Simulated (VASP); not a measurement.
## Ta3AsAu2O13: changing the functional

The cell as given:

```yaml
crystal:
  lattice:
    - [5.24237, 3.02668, 4.14273]
    - [-5.24237, 3.02668, 4.14273]
    - [0.00000, -6.05337, 4.14273]
  atoms:
    - { symbol: Ta, position: [0.23108, 0.57229, 0.23108] }
    - { symbol: Ta, position: [0.23108, 0.23108, 0.57229] }
    - { symbol: Ta, position: [0.57229, 0.23108, 0.23108] }
    - { symbol: As, position: [0.55878, 0.55878, 0.55878] }
    - { symbol: Au, position: [0.96559, 0.96559, 0.96559] }
    - { symbol: Au, position: [0.75105, 0.75105, 0.75105] }
    - { symbol: O, position: [0.40884, 0.66762, 0.40884] }
    - { symbol: O, position: [0.40884, 0.40884, 0.66762] }
    - { symbol: O, position: [0.66762, 0.40884, 0.40884] }
    - { symbol: O, position: [0.49726, 0.01313, 0.36024] }
    - { symbol: O, position: [0.36024, 0.49726, 0.01313] }
    - { symbol: O, position: [0.01313, 0.36024, 0.49726] }
    - { symbol: O, position: [0.36024, 0.01313, 0.49726] }
    - { symbol: O, position: [0.01313, 0.49726, 0.36024] }
    - { symbol: O, position: [0.49726, 0.36024, 0.01313] }
    - { symbol: O, position: [0.10963, 0.74806, 0.10963] }
    - { symbol: O, position: [0.10963, 0.10963, 0.74806] }
    - { symbol: O, position: [0.74806, 0.10963, 0.10963] }
    - { symbol: O, position: [0.30840, 0.30840, 0.30840] }
```

The cell comes from a database or a generator and needn't be the stable form of this composition.

Kept alike: task relaxation of cell and atoms; k mesh 4 × 4 × 4; occupations fermi-dirac, width 0.05 eV; no spin polarisation. Program: VASP, PBE PAW files As, Au, O, Ta_pv, 600 eV. The mesh is that of the run's cell of 19 atoms. No spin-orbit coupling.

| run | volume (Å³/atom) |
| --- | --- |
| A | 21.395 |
| B | 21.556 |
| C | 19.851 |
| D | 20.727 |

The relaxations keep at least the cell's symmetry (R3m). Relaxations stop with a little pressure left, so the last digits of a volume or edge aren't settled. All rows use potentials made for PBE.

**Question.** The runs differ in the functional alone: PBE; PBEsol; RPBE; revPBE. Which run is which?

**Answer.** Run A is revPBE; run B is RPBE; run C is PBEsol; run D is PBE. The volume runs from 19.851 (PBEsol) to 21.556 Å³/atom (RPBE). From PBE: PBEsol -0.876; RPBE +0.829; revPBE +0.668.
